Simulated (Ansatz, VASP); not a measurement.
Sr3Zn in VASP and in Ansatz

```xyz
4
Lattice="5.4799 0.0000 0.0000 0.0000 5.4799 0.0000 0.0000 0.0000 5.4799" Properties=species:S:1:pos:R:3 pbc="T T T"
Sr    2.7400    0.0000    2.7400
Sr    2.7400    2.7400    0.0000
Sr    0.0000    2.7400    2.7400
Zn    0.0000    0.0000   -0.1000
```

The cell comes from a database or a generator and needn't be the stable form of this composition.

Alike in both runs: task single point; functional PBEsol; k mesh 5 × 5 × 5; occupations fermi-dirac, width 0.1 eV; no spin polarisation.

|  | VASP | Ansatz |
| --- | --- | --- |
| version | VASP 6.6.1 | Ansatz 0.2.0 |
| potentials or method | VASP PAW PBE potentials, release 64 (Sr_sv, Zn) | plane waves, PAW |
| plane-wave cutoff (eV) | 520 | 517 |
| valence electrons in the cell | 42 | 42 |

|  | VASP | Ansatz | Ansatz less VASP |
| --- | --- | --- | --- |
| rms of the force components (eV/Å) | 0.016 | 0.016 | 0.0000 |

Atom by atom the forces differ by 0.000 eV/Å (rms over components).

Caveats: the PAW data sets were made with another functional, which shifts forces and pressure a little (VASP).
